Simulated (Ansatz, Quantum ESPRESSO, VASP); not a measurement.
# LaTl (Pm-3m, 2 atoms in the cell) computed with different codes at matched settings

Self-consistent single point.

```
LaTl
1.0
    3.97238     0.00000     0.00000
    0.00000     3.97238     0.00000
    0.00000     0.00000     3.97238
La Tl
1 1
Direct
  0.00000   0.00000   0.00000
  0.50000   0.50000   0.50000
```

Shared settings, as Ansatz (a first-principles code) writes them: kpoints.mp_grid.grid = 8 8 8; scf.occupations.method = gaussian; scf.occupations.width = 0.1 eV. Potentials and cutoffs stand in the table.

```csv
code,model,pressure (GPa),cutoff
VASP,"LDA (PZ), VASP's LDA PAW potentials (set 64)",-3.99,300 eV
Ansatz,"LDA (PW92), PAW files made with PBE",-3.70,default
Quantum ESPRESSO,"LDA (PZ), PseudoDojo standard norm-conserving (PBE) pseudopotentials",-3.77,110 Ry
```

On Ansatz's run: spin-orbit coupling is off.

The spread over the programs that give each value: pressure within 0.29 GPa.

Ansatz's pressure is given at a fixed set of plane waves, as the other plane-wave codes print theirs. The same LDA comes in different parametrisations, which differ slightly.

VASP's run is marked for a possible Pulay error in its stress at this cutoff; no cutoff test was made.

The starting cell comes from a database of computed structures (which also holds hypothetical and non-ambient phases and stackings), without a prior relaxation at this level.

Left out of this page: CP2K, Elk and FLEUR (not drawn, or without a comparable value).

Keys are those of Ansatz 0.2.
